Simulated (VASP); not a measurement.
A convergence study with VASP on CaF₂ (fluorite): one setting is varied, all else stays as given below, so the limit is that of these other settings. Each run relaxes cell and ions from the cell shown.

```yaml
crystal:
  lattice:
    - [0.00000, 2.73000, 2.73000]
    - [2.73000, 0.00000, 2.73000]
    - [2.73000, 2.73000, 0.00000]
  atoms:
    - { symbol: Ca, position: [0.00000, 0.00000, 0.00000] }
    - { symbol: F, position: [0.25000, 0.25000, 0.25000] }
    - { symbol: F, position: [0.75000, 0.75000, 0.75000] }
```

The numbers are results of LDA (Ceperley-Alder, Perdew-Zunger), VASP's LDA PAW potentials (set 64) (plane waves; VASP), not measurements. The tightest run used: 700 eV cut-off, 11×11×11 Γ-centred mesh, Gaussian smearing of 0.050 eV, potentials Ca_sv F.

Gaps are read on the run's mesh, which can miss a band edge.

**Question.** The settings run are 2×2×2 mesh; 3×3×3 mesh; 4×4×4 mesh; 5×5×5 mesh; 6×6×6 mesh; 7×7×7 mesh; 8×8×8 mesh; 9×9×9 mesh; 10×10×10 mesh; 11×11×11 mesh. From which on does the relaxed volume stay within 0.02 Å³/atom of the tightest run?

**Answer.** From 3×3×3 mesh on: it is off by 0.001 there and by no more than 0.02 in any finer run, while 2×2×2 mesh is off by 0.073.
| setting | relaxed volume (Å³/atom) | E (eV/atom) | gap on the mesh (eV) | irreducible k-points | difference judged (Å³/atom) |
|---|---|---|---|---|---|
| 2×2×2 mesh | 12.723 | -6.3245 | 7.273 | 3 | 0.073 |
| 3×3×3 mesh | 12.651 | -6.3410 | 7.510 | 4 | 0.001 |
| 4×4×4 mesh | 12.651 | -6.3418 | 7.331 | 8 | 0.001 |
| 5×5×5 mesh | 12.650 | -6.3417 | 7.403 | 10 | 0.000 |
| 6×6×6 mesh | 12.651 | -6.3416 | 7.331 | 16 | 0.001 |
| 7×7×7 mesh | 12.650 | -6.3417 | 7.367 | 20 | 0.000 |
| 8×8×8 mesh | 12.650 | -6.3417 | 7.332 | 29 | 0.000 |
| 9×9×9 mesh | 12.650 | -6.3417 | 7.352 | 35 | 0.000 |
| 10×10×10 mesh | 12.650 | -6.3417 | 7.332 | 47 | 0.000 |
| 11×11×11 mesh | 12.650 | -6.3417 | 7.345 | 56 | 0.000 |

Left out are rungs that failed or repeat a setting and relaxations that didn't move; long series are thinned to 24 rows.

The compound is CaF2 in the fluorite structure.
